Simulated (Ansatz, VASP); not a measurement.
**Sr2NbH4: VASP beside Ansatz**

```xyz
7
Lattice="0.0000 5.0309 3.2979 3.7162 0.0000 3.2979 3.7162 5.0309 0.0000" Properties=species:S:1:pos:R:3 pbc="T T T"
Sr    1.8581    2.5154    3.2979
Sr    1.8581    2.5154    0.0000
Nb    3.7162    5.0309    3.2979
H     3.7162    6.4690    4.6286
H     3.7162    6.4690    1.9672
H     3.7162    3.5927    4.6286
H     3.7162    3.5927    1.9672
```

Alike in both runs: functional PBE; k mesh 4 × 4 × 4; occupations gaussian, width 0.1 eV; no spin polarisation.

Ansatz relaxed the structure, and its values are those at the end. VASP's run is a single point on that final structure, the one shown.

|  | VASP | Ansatz |
| --- | --- | --- |
| version | VASP 6.6.1 | Ansatz 0.2.0 |
| potentials or method | VASP PAW PBE potentials, release 64 (Sr_sv, Nb_sv, H) | scalar-relativistic, plane waves, PAW |
| plane-wave cutoff (eV) | 520 | 420 |
| valence electrons in the cell | 37 | 37 |

Ansatz gave:

```
gap on the k mesh at the Fermi level (eV) : none
pressure (GPa)                            : 0.2
rms of the force components (eV/Å)        : 0.008
```

Problem. Estimate VASP's values.

Solution. gap on the k mesh at the Fermi level (eV): none; pressure (GPa): 0.2; rms of the force components (eV/Å): 0.006.

A gap of «none» marks a metal or a gap that the smearing closes.
